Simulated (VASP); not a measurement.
Consider the following.

```yaml
crystal:
  lattice:
    - [11.83992, 0.00000, 0.00000]
    - [0.00000, 4.20301, 0.00000]
    - [0.00000, 0.00000, 4.56026]
  atoms:
    - { symbol: Sn, position: [0.12164, 0.25000, 0.11321] }
    - { symbol: Sn, position: [0.37836, 0.75000, 0.61321] }
    - { symbol: Sn, position: [0.87836, 0.75000, 0.88679] }
    - { symbol: Sn, position: [0.62164, 0.25000, 0.38679] }
    - { symbol: Se, position: [0.85380, 0.25000, 0.47853] }
    - { symbol: Se, position: [0.64620, 0.75000, 0.97853] }
    - { symbol: Se, position: [0.14620, 0.75000, 0.52147] }
    - { symbol: Se, position: [0.35380, 0.25000, 0.02147] }
```

These are PBE GGA, VASP's PBE PAW potentials (set 64) (plane waves; VASP) values and carry that method's errors. Run with 400 eV cut-off, 2×4×4 Γ-centred mesh, Gaussian smearing of 0.050 eV, potentials Sn_d Se.

Without a dispersion term in the relaxation, distances and binding between the weakly bound layers, chains or molecules are unreliable, and so is what depends on them. Unless said otherwise, spin-orbit coupling is left out, though it shifts the bands of the heavy elements here.

Predict the energy per atom (σ→0), band gap (on the k-mesh) with the smallest direct gap where there is one.

```json
{
 "band gap (on the k-mesh)": "1.00 eV",
 "smallest direct gap (on the k-mesh)": "1.19 eV",
 "energy per atom (σ→0)": "-4.115 eV/atom"
}
```

The structure was generated: SnSe was put into the GeS type (Pnma), which need not be its known phase. It was relaxed first.
